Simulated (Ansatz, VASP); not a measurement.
**CoSi2 in two plane-wave programs**

Aim: how closely do two programs agree when they are given the same cell, functional and k mesh? The cell is a member of a volume series, scaled by 1.02 from a relaxed one, so a pressure remains.

Main program and level: Ansatz 0.2.0; plane waves, with VASP 6.6.1 beside it; zone-centre phonons at LDA.

## Step 1: Set-up

The structure is cubic, space group Fm-3m (No. 225). Conventional cell: a = 5.310 Å, b = 5.310 Å, c = 5.310 Å, α = 90.00°, β = 90.00°, γ = 90.00°. Co has 8 Si at 2.30 Å nearest. Nearest to Si lie 4 Co at 2.30 Å. Farther neighbours are not listed.

Structure file:

```cif
data_structure
_symmetry_space_group_name_H-M 'P 1'
_symmetry_Int_Tables_number 1
_cell_length_a 3.7550
_cell_length_b 3.7550
_cell_length_c 3.7550
_cell_angle_alpha 60.000
_cell_angle_beta 60.000
_cell_angle_gamma 60.000
_cell_volume 37.44
loop_
_atom_site_label
_atom_site_type_symbol
_atom_site_fract_x
_atom_site_fract_y
_atom_site_fract_z
_atom_site_occupancy
Co1 Co 0.00000 0.00000 0.00000 1
Si2 Si 0.25000 0.25000 0.25000 1
Si3 Si 0.75000 0.75000 0.75000 1
```

## Step 2: Ansatz: zone-centre phonons, LDA, volume scaled by 1.02

Ansatz runs on its default PAW (the set named soft_2) files.

Second derivatives magnify differences that forces hide, and they need a tight electronic threshold.

Contents of input.yaml:

```yaml
crystal:
  lattice:
    - [0.0, 2.6552161979, 2.6552161979]
    - [2.6552161979, 0.0, 2.6552161979]
    - [2.6552161979, 2.6552161979, 0.0]
  atoms:
    - { symbol: Co, position: [0.0, 0.0, 0.0] }
    - { symbol: Si, position: [0.25, 0.25, 0.25] }
    - { symbol: Si, position: [0.75, 0.75, 0.75] }
hamiltonian:
  xc: lda
  pseudopotentials: { kind: paw }
magnetization:
  spin_polarized: true
kpoints:
  mp_grid: { grid: [14, 14, 14] }
scf:
  occupations: { method: gaussian, width: 0.05 }
phonons:
  method: dfpt
  qpoints: [[0, 0, 0]]
```

On the command line:

```
> ansatz run input.yaml --threads 4 --pin off --max-ram 9216MiB --backend cpu --events-out ev --progress --plain --runs-dir out
```

Numbers of over 12 decimals in the logs are rounded to 6 here.

Output:

```text
band count auto-derived: 18 (N_el = 25.0; filled up to band 13; 17 by the electrons, moments and atoms)
zone centre: on kpoints.mp_grid the ground state, and the responses unless they are solved on pairs of k-points, stand on 244 of the mesh's 2744 k-points, reduced under 8 symmetry operations, with k and −k counted as one. Each operation leaves every solved displacement unchanged or reverses it
Engine: ansatz 0.2.0, aarch64-unknown-linux-gnu
Pseudopotentials: kind: paw
Pseudopotential: Co, paw, valence charge 17, recommended cutoff 420 eV (normal), Co.paw.azcp
Pseudopotential: Si, paw, valence charge 4, recommended cutoff 420 eV (normal), Si.paw.azcp
Functional definition: SPW92
  exchange = slater_x
  correlation = pw_c
Crystal: 3 atoms, lattice volume = 37.439 Å³
Basis set: ecut = 420 eV, 725 PW (Γ), exchange–correlation on 54×54×54 points (8 copies of the dense FFT grid, shifted against one another)
Bands: 18, of which v1, the nominal top of the filled ones, is band 13 counted from 1 (12 counted from 0)
Symmetry: 48 space group operations
Space group: Fm-3m (ITA 225), of the structure as read, at distance tolerance 3.3e-5 Å
k-points: 104 of 2744
Non-local potential: Co, projectors of the file, l = 0: 3, l = 1: 2, l = 2: 3, l = 3: 1
Non-local potential: Si, projectors of the file, l = 0: 2, l = 1: 2, l = 2: 2
PAW form: soft (Blöchl's): semilocal exchange-correlation on the pseudo side does not see the compensation charge
PAW frozen core: Co, regenerated for the run's functional, and the local potential with it (the file was generated under x = pbe(κ = 0.804, μ = 0.219515), c = pbe(β = 0.066725))
PAW frozen core: Si, regenerated for the run's functional, and the local potential with it (the file was generated under x = pbe(κ = 0.804, μ = 0.219515), c = pbe(β = 0.066725))
PAW one-centre angular grid: Co, 590 points (default); XC on 64 Gauss nodes
PAW one-centre angular grid: Si, 110 points (default); XC on 64 Gauss nodes
Initial density: superposition of atomic densities (chi_scale 0.1, normalization cell, long waves kept (reshape's long-wave potential 0.00 eV rms))
Initial wavefunctions: pseudopotential atomic-orbital guess
Functional: x = slater, c = lda
SCF 1 converged in 15 iterations: F = -6281.912973 eV  dr2 = 4.65e-9
  greatest PAW one-centre occupation: 1.001 electrons in one spin orbital (limit 2), on the Co atom at site 0 (counted from 0), in its partial waves of l = 1
the input gives no starting moments: this run first made a single point of its starting geometry. This run's own SCFs start from that state's density, with no starting moments from it.
k-points: 244 of 2744 (irreducible under 8 space group operations, time reversal used)
Initial density: read from a saved state, or passed on in memory by an earlier SCF of this step, an earlier step, the calling program or the single point that the run made first
Stability of the state it starts from, as read at its close in the collinear treatment: not read negative (Ritz values of 1 − χ₀K, real part plus size of imaginary part, from 1.0 to 1.2, by its mixing steps under the symmetry group of the SCF that read it); nothing settles its magnetic order
iter 1 solved again at ethr=7.23e-7 eV; its pass at ethr=3.10e-3 eV (dr2=1.81e-4 eV) is discarded
SCF iter   1: F=—  HF=-6281.912972 eV  |F-HF|=—  |Δ(HF+E_count)|=         —  Δρ=3.44e-6 (↑3.44e-6 ↓3.44e-6)  dr2=5.47e-9  dr2_m=0.00e0  M=0.000 μB ∫|m|=0.000 μB  β_m=0.30  ethr=7.23e-7  ⟨swp⟩=3.0  Hψ=33021  notcnv=0
eigensolver tolerance schedule: the retry pair's looser diagonalisation over-reported the residual by 33059.93 of it (diagonalisation noise at an unbounded share of the residual, at the tolerance the schedule requests for it); recorded, not acted on — ethr = c·dr2/N_el stays at c = 1.0e-1
preconditioner: auto → Kerker (q_TF=auto, 2.551 Å⁻¹)  [metal: Δε(μ)=0.013 eV  Ē_g=9.006 eV  σ=0.050 eV  W_gap=0.14  n_scr=14 (ndim 8)  ℏωp=25.0 eV  f_vac=0.000  D(μ)=1.43/eV (n_scr^D=14)]
spin=Collinear: Kerker preconditioning applied to the charge; magnetization (m = ρ↑ − ρ↓) channel mixes plain (no charge-response kernel on spin).
SCF iter   2: F=—  HF=-6281.912973 eV  |F-HF|=—  |Δ(HF+E_count)|=   9.13e-7  Δρ=1.89e-6 (↑1.89e-6 ↓1.89e-6)  dr2=1.32e-9  dr2_m=0.00e0  M=0.000 μB ∫|m|=0.000 μB  β_m=0.46  ethr=2.19e-11  ⟨swp⟩=3.0  Hψ=8713  notcnv=0
SCF iter   3: F=—  HF=-6281.912973 eV  |F-HF|=—  |Δ(HF+E_count)|=  1.11e-10  Δρ=1.95e-6 (↑1.95e-6 ↓1.95e-6)  dr2=2.87e-9  dr2_m=0.00e0  M=0.000 μB ∫|m|=0.000 μB  β_m=0.40  ethr=5.28e-12  ⟨swp⟩=2.2  Hψ=5669  notcnv=0
SCF iter   4: F=—  HF=-6281.912973 eV  |F-HF|=—  |Δ(HF+E_count)|=  2.85e-10  Δρ=4.29e-7 (↑4.29e-7 ↓4.29e-7)  dr2=1.60e-10  dr2_m=0.00e0  M=0.000 μB ∫|m|=0.000 μB  β_m=0.37  ethr=5.28e-12  ⟨swp⟩=2.4  Hψ=6287  notcnv=0
SCF iter   5: F=—  HF=-6281.912973 eV  |F-HF|=—  |Δ(HF+E_count)|=  4.55e-12  Δρ=2.98e-7 (↑2.98e-7 ↓2.98e-7)  dr2=7.64e-11  dr2_m=0.00e0  M=0.000 μB ∫|m|=0.000 μB  β_m=0.69  ethr=1.00e-12  ⟨swp⟩=1.0  Hψ=4392  notcnv=0
SCF iter   6: F=-6281.912973 eV  HF=-6281.912973 eV  |F-HF|=4.55e-12  |Δ(HF+E_count)|=  2.73e-12  Δρ=1.30e-7 (↑1.30e-7 ↓1.30e-7)  dr2=9.43e-12  dr2_m=0.00e0  M=0.000 μB ∫|m|=0.000 μB  ethr=1.00e-12  ⟨swp⟩=4.0  Hψ=18718  notcnv=0
SCF 2 converged in 6 iterations: F = -6281.912973 eV  dr2 = 9.43e-12
DFPT response loops at Γ: preconditioner auto → Kerker (q_TF=auto, 2.551 Å⁻¹) (partly filled bands, converged f_vac=0.000); β = 1.00, the filter's whole step (`scf.mixing.beta` (0.30) is not read by the response loops under this deck's `scf.mixing.preconditioner`; to damp them name `kerker` or `kerker_dos`, under which they read `scf.mixing.beta`, and type it under 1.00, their step now; both keys bind the ground state too); Broyden in place of MSR1
SCF converged after 6 iterations
Magnetization: 0.0000 μB (12.5000 up, 12.5000 down)
Absolute magnetization: 0.0000 μB (∫|ρ↑−ρ↓|)
Spin contamination: 0.0000 ħ² per cell (⟨S²⟩ above its minimum at these occupations)
Per-site moments (μB) at R_I (Å): [(0.0, 0.948537), (0.0, 0.948537), (0.0, 0.948537)]
Free energy (F): -6281.912973 eV
Harris-Foulkes:  -6281.912973 eV  (|F-HF|=4.55e-12)
Internal energy: -6281.911188 eV  (E = F + TS)
E sigma→0 (E₀):  -6281.912081 eV
Entropy (-TS):   -0.001785 eV (-0.595 meV/atom)
Fermi energy:    13.066341 eV
--- Per-component energies (eV) ---
  E_band       = -278.384582
  E_kinetic    = 550.222740
  E_local      = -4076.513739  (includes V_loc(G=0)·N_el)
  E_nonlocal   = 509.781544
  E_hartree    = 1771.802316
  E_xc         = -273.012105
  E_vxc        = -306.595387  (∫ρ·V_xc dr)
  E_paw        = -2426.398079  (= ΣΔE_a)
  E_vpaw       = -498.884660  (= ΣTr[D̂ρ^β])
  E_aug_tail   = 0.000061  (compensation charges beyond the density's cutoff)
  E_ewald      = -2338.380838
  E_core_change = 0.586912  (= ΣΔE_core)
  E_smearing   = -0.001785  (= −TS)
  E_closure    = 0.000000  (closes the sum)
  Σ components = -6281.912973   (vs F -6281.912973, Δ=0.00e0)
--- Band table (eV; the first three rows and the last of 488) ---
  k-point 0 ↑: bands = [... 9 lower, 11.0404, 13.9363, 16.4904, 16.4904, 16.4904, 16.5691, 16.5691, 16.5691, ... 1 higher]
  k-point 1 ↑: bands = [... 9 lower, 11.0159, 13.9972, 15.2567, 15.8726, 15.8726, 17.2157, 17.2157, 17.8686, ... 1 higher]
  k-point 2 ↑: bands = [... 9 lower, 10.9571, 13.5322, 14.8351, 15.2355, 15.2355, 17.5611, 17.5611, 18.2569, ... 1 higher]
  k-point 243 ↓: bands = [... 9 lower, 10.7513, 10.9646, 11.5127, 12.3039, 16.1997, 17.4279, 18.3631, 20.3176, ... 1 higher]
--- Phonons (Γ-DFPT): 2 representative perturbations + reference, on 244 of 2744 k-points (Σ response iterations 6) ---
  k mesh reduced under 8 symmetry operations, with k and −k counted as one. Each operation leaves every solved displacement unchanged or reverses it
  ASR residual: 1.430e-4 → 0.000e0 eV/Å²; symmetrization residual: 5.849e-7 eV/Å²
  ASR residual per site (eV/Å²): 1.43e-4 4.08e-6 4.08e-6
  Γ frequencies (cm⁻¹): 0.00 0.00 0.00 326.36 326.36 326.36 334.98 334.98 334.98
  non-analytic LO–TO correction: not included (Born effective charges unavailable; polar crystals: no LO–TO splitting at Γ)
--- Phonons (arbitrary-q DFPT): 1 explicit q-point ---
  q = [0, 0, 0] (of the zone-centre solve; hermiticity 9.86e-8, symmetrization 5.15e-14): -0.00 0.00 0.00 326.36 326.36 326.36 334.98 334.98 334.98
  sum rule: each row above includes the acoustic sum rule's correction from the zone centre's row sums; it moved no ω² by more than (0.81 cm⁻¹)²
```

Elapsed: 25 s, on 4 threads of Arm Neoverse V1, shared host; peak memory 1 GiB.

(Part 1 of 3 ends here.)

[Lines on the potential files, build, host, timing and source positions are cut from VASP's logs without a mark.]

[Logs are printed without paths, hosts, clocks, repeated set-up lines and the standing remarks that a program may print on its own settings, such as how far it seeks lower states.]

[Hosts, paths, dates, database ids (printed as entryN), source tags and the programs' standing remarks are cut or masked in the printed files.]
